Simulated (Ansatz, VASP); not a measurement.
# Sr (Sr(111)): VASP beside Ansatz, part 2 of 2

One calculation is typed for both programs; each brings its own data sets and cutoff. How far apart do they land?  Other levels of theory on this material are compared in a session of their own.

VASP 6.6.1 and Ansatz 0.2.0.

So far: The structure; VASP: single point, r2SCAN.

**3. Ansatz: single point, r2SCAN**

Level of this step: Ansatz beside VASP: Kohn-Sham DFT, plane waves, r2SCAN (Ansatz).

Ansatz runs on its default PAW (the set named soft_2) files.

The same cell, functional, mesh and smearing now go to Ansatz, which takes its cutoff from its data sets.

File input.yaml:

```yaml
crystal:
  lattice:
    - [4.2992092296, 0.0, 0.0]
    - [2.1496046148, 3.723224409, 0.0]
    - [0.0, 0.0, 39.06173782]
  atoms:
    - { symbol: Sr, position: [0.0, 0.0, 0.2304044956] }
    - { symbol: Sr, position: [0.3333333333, 0.3333333333, 0.3202696637] }
    - { symbol: Sr, position: [0.6666666667, 0.6666666667, 0.4101348319] }
    - { symbol: Sr, position: [0.0, 0.0, 0.5] }
    - { symbol: Sr, position: [0.3333333333, 0.3333333333, 0.5898651681] }
    - { symbol: Sr, position: [0.6666666667, 0.6666666667, 0.6797303363] }
    - { symbol: Sr, position: [0.0, 0.0, 0.7695955044] }
hamiltonian:
  xc: r2scan
  pseudopotentials: { kind: paw }
kpoints:
  mp_grid: { grid: [9, 9, 1] }
scf:
  occupations: { method: methfessel_paxton, width: 0.1 }
  n_extra_bands: 5
efield:
  axis: 3
  dipole_correction: true
  ramp_width: 0.04
output:
  forces: true
  eigenvalues: true
  write_density: true
  write_potential: true
  elf: true
  volumetric_format: npy
```

Launch:

```console
> ansatz run input.yaml --threads 4 --pin off --max-ram 9216MiB --backend cpu --events-out ev --progress --plain --runs-dir out
```

Numbers of over 12 decimals in the logs are rounded to 6 here.

The program printed:

```text
scf.n_extra_bands = 5 over 35 filled bands (N_el = 70.0): the run solves 40 bands
Engine: ansatz 0.2.0, aarch64-unknown-linux-gnu
Pseudopotentials: kind: paw
Pseudopotential: Sr, paw, valence charge 10, recommended cutoff 500 eV (meta_gga), Sr.paw.azcp
Functional definition: r2SCAN
  parameter k0 = 0.174
  parameter k1 = 0.065
  parameter a1 = 4.9479
  exchange = r2scan_x(k0 = k0, k1 = k1, a1 = a1)
  correlation = r2scan_c
Crystal: 7 atoms, lattice volume = 625.258 Å³
Basis set: ecut = 500 eV, 15845 PW (Γ), exchange–correlation on 128×128×1152 points (64 copies of the dense FFT grid, shifted against one another)
Bands: 40, of which v1, the nominal top of the filled ones, is band 35 counted from 1 (34 counted from 0)
Symmetry: 6 space group operations
k-points: 12 of 81 (time reversal used)
Non-local potential: Sr, projectors of the file, l = 0: 3, l = 1: 2, l = 2: 2
PAW form: soft (Blöchl's): semilocal exchange-correlation on the pseudo side does not see the compensation charge
PAW frozen core: Sr, regenerated for the run's functional (the file was generated under x = pbe(κ = 0.804, μ = 0.219515), c = pbe(β = 0.066725))
PAW one-centre angular grid: Sr, 302 points (default); XC on 160 Gauss nodes
Initial density: superposition of atomic densities (neutral atoms: chi_scale 0, normalization atom), corrected by the library's trained network
Initial wavefunctions: pseudopotential atomic-orbital guess
Functional: x = r2scan, c = r2scan; τ floored in thin density (d = 2e-4 eV/Å³)
SCF iter   1: F=—  HF=-24884.898880 eV  |F-HF|=—  |Δ(HF+E_count)|=         —  Δρ=2.86e-3  dr2=3.30e0  dr2_τ=1.47e-2  ethr=1.77e-3  p=0.000 e·Å  D=3.66e-14 V/Å  ΔV_dip=-0.00 eV  dr2_dipole=8.98e-7  V_vac-E_F(+/−)=2.50/2.50 eV  ⟨swp⟩=16.0  Hψ=3081  notcnv=0
efield: sawtooth ramp at fractional position 0.9800 (placed from the atoms, in the widest stretch of the axis that holds none; the zero of the levels goes with the place), width 0.0400; the density the first Hamiltonian is built on has a dipole p = 0.000 e·Å; the dipole correction subtracts the counter field D = 3.66e-14 V/Å, which shifts the + side's vacuum level by -0.00 eV against the − side's; the planar-averaged density in the ramp window peaks in size at 1.5e-5 e/Å³
preconditioner: auto → LDOS  [metal: Δε(μ)=0.019 eV  Ē_g=1.774 eV  σ=0.100 eV  W_gap=0.16  n_scr=88 (ndim 8)  ℏωp=5.6 eV  f_vac=0.332  D(μ)=15.40/eV (n_scr^D=116)  β→1.0]
SCF iter   2: F=—  HF=-24885.000344 eV  |F-HF|=—  |Δ(HF+E_count)|=   1.01e-1  S|Δr|=    0.00e0  Δρ=1.11e-3  dr2=1.34e-1  dr2_τ=1.64e-3  ethr=1.77e-3  p=-0.000 e·Å  D=-2.20e-6 V/Å  ΔV_dip=0.00 eV  dr2_dipole=2.42e-7  V_vac-E_F(+/−)=2.60/2.60 eV  ⟨swp⟩=2.3  Hψ=618  notcnv=0
SCF iter   3: F=—  HF=-24885.013734 eV  |F-HF|=—  |Δ(HF+E_count)|=   1.34e-2  S|Δr|=    0.00e0  Δρ=5.03e-4  dr2=5.33e-3  dr2_τ=3.01e-4  ethr=1.92e-4  p=-0.000 e·Å  D=-5.56e-6 V/Å  ΔV_dip=0.00 eV  dr2_dipole=1.99e-7  V_vac-E_F(+/−)=2.65/2.65 eV  ⟨swp⟩=2.2  Hψ=535  notcnv=0
SCF iter   4: F=—  HF=-24885.014228 eV  |F-HF|=—  |Δ(HF+E_count)|=   4.95e-4  S|Δr|=    0.00e0  Δρ=1.49e-4  dr2=3.38e-4  dr2_τ=1.31e-5  ethr=7.61e-6  p=-0.000 e·Å  D=-4.25e-6 V/Å  ΔV_dip=0.00 eV  dr2_dipole=3.30e-9  V_vac-E_F(+/−)=2.68/2.68 eV  ⟨swp⟩=2.6  Hψ=795  notcnv=0
SCF iter   5: F=—  HF=-24885.014360 eV  |F-HF|=—  |Δ(HF+E_count)|=   1.32e-4  S|Δr|=    0.00e0  Δρ=6.32e-5  dr2=2.36e-4  dr2_τ=4.07e-6  ethr=4.83e-7  p=-0.000 e·Å  D=-2.12e-6 V/Å  ΔV_dip=0.00 eV  dr2_dipole=1.61e-8  V_vac-E_F(+/−)=2.70/2.70 eV  ⟨swp⟩=2.8  Hψ=963  notcnv=0
SCF iter   6: F=—  HF=-24885.014369 eV  |F-HF|=—  |Δ(HF+E_count)|=   8.64e-6  S|Δr|=    0.00e0  Δρ=1.89e-5  dr2=9.89e-6  dr2_τ=2.42e-7  ethr=3.38e-7  p=-0.000 e·Å  D=-1.27e-6 V/Å  ΔV_dip=0.00 eV  dr2_dipole=6.40e-10  V_vac-E_F(+/−)=2.70/2.70 eV  ⟨swp⟩=2.1  Hψ=614  notcnv=0
SCF iter   7: F=—  HF=-24885.014799 eV  |F-HF|=—  |Δ(HF+E_count)|=   4.30e-4  S|Δr|=    0.00e0  Δρ=7.64e-6  dr2=2.49e-6  dr2_τ=4.93e-8  ethr=1.41e-8  p=-0.000 e·Å  D=-5.37e-7 V/Å  ΔV_dip=0.00 eV  dr2_dipole=6.09e-10  V_vac-E_F(+/−)=2.71/2.71 eV  ⟨swp⟩=3.1  Hψ=899  notcnv=0
SCF iter   8: F=—  HF=-24885.014800 eV  |F-HF|=—  |Δ(HF+E_count)|=   8.61e-7  S|Δr|=    0.00e0  Δρ=3.81e-6  dr2=6.31e-7  dr2_τ=1.27e-8  ethr=3.55e-9  p=-0.000 e·Å  D=-1.76e-7 V/Å  ΔV_dip=0.00 eV  dr2_dipole=3.53e-11  V_vac-E_F(+/−)=2.71/2.71 eV  ⟨swp⟩=2.0  Hψ=828  notcnv=0
SCF iter   9: F=—  HF=-24885.014800 eV  |F-HF|=—  |Δ(HF+E_count)|=   4.50e-8  S|Δr|=    0.00e0  Δρ=1.53e-6  dr2=1.28e-7  dr2_τ=2.34e-9  ethr=9.01e-10  p=-0.000 e·Å  D=-5.94e-8 V/Å  ΔV_dip=0.00 eV  dr2_dipole=1.24e-11  V_vac-E_F(+/−)=2.71/2.71 eV  ⟨swp⟩=2.0  Hψ=815  notcnv=0
SCF iter  10: F=-24885.014800 eV  HF=-24885.014800 eV  |F-HF|=1.04e-8  |Δ(HF+E_count)|=   1.14e-8  S|Δr|=    0.00e0  Δρ=4.13e-7  dr2=1.45e-8  dr2_τ=7.92e-11  ethr=1.43e-10  p=-0.000 e·Å  D=-1.24e-8 V/Å  ΔV_dip=0.00 eV  dr2_dipole=9.10e-12  V_vac-E_F(+/−)=2.71/2.71 eV  ⟨swp⟩=18.6  Hψ=4422  notcnv=0
SCF 1 converged in 10 iterations: F = -24885.014800 eV  dr2 = 1.45e-8
  greatest PAW one-centre occupation: 0.989 electrons in one spin orbital (limit 2), on the Sr atom at site 0 (counted from 0), in its partial waves of l = 0
WARN: The output density's exchange-correlation potential varies sharply where the density is thin. Do not read a vacuum level from v_tot or v_xc, or from such a field of the output density. On a cell that repeats whose density bears no net charge and no dipole along the vacuum's axis use v_es (v_loc + v_h of the components); under efield.dipole_correction with no amplitude use v_es + v_field, which holds any externa [...]
SCF converged after 10 iterations
Stability not checked: this state was not tested for a lower state beside it, because cold or Methfessel-Paxton smearing, or corrected tetrahedra, fill the levels in a way that the test cannot read (fill_not_monotonic; see scf.lower_state_search)
Free energy (F): -24885.014800 eV
Harris-Foulkes:  -24885.014800 eV  (|F-HF|=1.04e-8)
Internal energy: -24885.013519 eV  (E = F + TS)
E sigma→0 (E₀):  -24885.014479 eV
Entropy (-TS):   -0.001281 eV (-0.183 meV/atom)
Fermi energy:    2.190580 eV
Dipole field:    D = 0.000002 V/Å  (p = 0.000008 e·Å, saw-weighted, corrected)
Work function:   Φ+ = 2.7152 eV   Φ− = 2.7153 eV
Levels:          The Fermi level and band energies are counted from a zero that moves with the ramp; work functions are not
--- Per-component energies (eV) ---
  E_band       = -1214.381482
  E_kinetic    = 1690.738722
  E_local      = -30904.484147  (includes V_loc(G=0)·N_el)
  E_nonlocal   = 1415.213959
  E_hartree    = 14013.981254
  E_xc         = -1126.118164
  E_vxc        = -1217.285033  (∫ρ·V_xc dr)
  E_paw        = -19010.082304  (= ΣΔE_a)
  E_vpaw       = -291.929325  (= ΣTr[D̂ρ^β])
  E_aug_tail   = -0.000004  (compensation charges beyond the density's cutoff)
  E_vtau       = 65.380651  (kinetic-family band-sum trace: ∫τ·v_τ [+ j·A + Jᵃ·Aᵃ] dr)
  E_efield     = 0.000000  (sawtooth field / dipole correction)
  E_vefield    = 0.000000  (∫n·V_field dr)
  E_ewald      = 9036.759422
  E_core_change = -1.022256  (= ΣΔE_core)
  E_smearing   = -0.001281  (= −TS)
  E_closure    = 0.000000  (closes the sum)
  Σ components = -24885.014800   (vs F -24885.014800, Δ=0.00e0)
--- Forces (eV/Å), atoms counted from 1 ---
  atom   1  Sr    -0.00000000     0.00000000     0.05406981
  atom   2  Sr     0.00000000     0.00000000    -0.05084403
  atom   3  Sr     0.00000000     0.00000000    -0.01737378
  atom   4  Sr    -0.00000000     0.00000000    -0.00000014
  atom   5  Sr     0.00000000    -0.00000000     0.01737351
  atom   6  Sr    -0.00000000    -0.00000000     0.05084403
  atom   7  Sr     0.00000000    -0.00000000    -0.05406953
  max |Σ_I F_I| component: 1.38e-7 eV/Å
--- Band table (eV; the first three rows and the last of 12) ---
  k-point 0: bands = [... 31 lower, -0.6823, -0.1797, 0.3617, 0.8689, 2.1247, 2.3401, 2.7044, 3.0780, ... 1 higher]
  k-point 1: bands = [... 31 lower, -0.5110, -0.0119, 0.5283, 1.0418, 2.1433, 2.3938, 2.7601, 3.1177, ... 1 higher]
  k-point 2: bands = [... 31 lower, -0.0298, 0.4531, 0.9803, 1.4990, 2.2025, 2.5482, 2.8965, 3.1673, ... 1 higher]
  k-point 11: bands = [... 31 lower, 2.0739, 2.0739, 2.1325, 2.2178, 2.2178, 2.3633, 2.4577, 2.4577, ... 1 higher]
```

Elapsed: 27 s, on 4 threads of Arm Neoverse V2, shared host; peak memory 1.9 GiB.

**4. Differences**

Known differences besides the potentials themselves: VASP keeps PBE cores, Ansatz makes them for the functional; the cutoff is 500 eV in Ansatz and 350 eV in VASP (PREC = Normal). Total energies have different zeros and are not compared.

Compared:

| quantity | Ansatz | VASP | difference |
| --- | --- | --- | --- |
| work function, lower of the two faces (eV) | 2.72 | 2.71 | 0.00 |
| work function, higher of the two faces (eV) | 2.72 | 2.71 | 0.00 |

Forces (eV/Å; atoms numbered as in POSCAR):

| atom | Ansatz x, y, z | VASP x, y, z |
| --- | --- | --- |
| Sr1 | 0.000, 0.000, 0.054 | 0.000, 0.000, 0.051 |
| Sr2 | 0.000, 0.000, -0.051 | 0.000, 0.000, -0.052 |
| Sr3 | 0.000, 0.000, -0.017 | 0.000, 0.000, -0.017 |
| Sr4 | 0.000, 0.000, 0.000 | 0.000, 0.000, 0.000 |
| Sr5 | 0.000, 0.000, 0.017 | 0.000, 0.000, 0.017 |
| Sr6 | 0.000, 0.000, 0.051 | 0.000, 0.000, 0.052 |
| Sr7 | 0.000, 0.000, -0.054 | 0.000, 0.000, -0.051 |

The forces differ by 1.1 meV/Å r.m.s., which is 5.0 % of the r.m.s. force of 0.02 eV/Å (both taken over all components). VASP's log warns that it found no field-free region in the vacuum, so its work functions are uncertain.

**5. Summary of results**

```
difference in work function, higher of the two faces (single point, r2SCAN) : 0.0039 eV
```

What this shows: The difference in work function, higher of the two faces is 0.0039 eV (single point, r2SCAN). 3 further runs of this series are not shown here. Such differences can come from data sets, numerical settings and the points named under the comparisons, not from the functional's error against experiment.

[Lines on the potential files, build, host, timing and source positions are cut from VASP's logs without a mark.]

[Logs are printed without paths, hosts, clocks, repeated set-up lines and the standing remarks that a program may print on its own settings, such as how far it seeks lower states.]

[Hosts, paths, dates, database ids (printed as entryN), source tags and the programs' standing remarks are cut or masked in the printed files.]
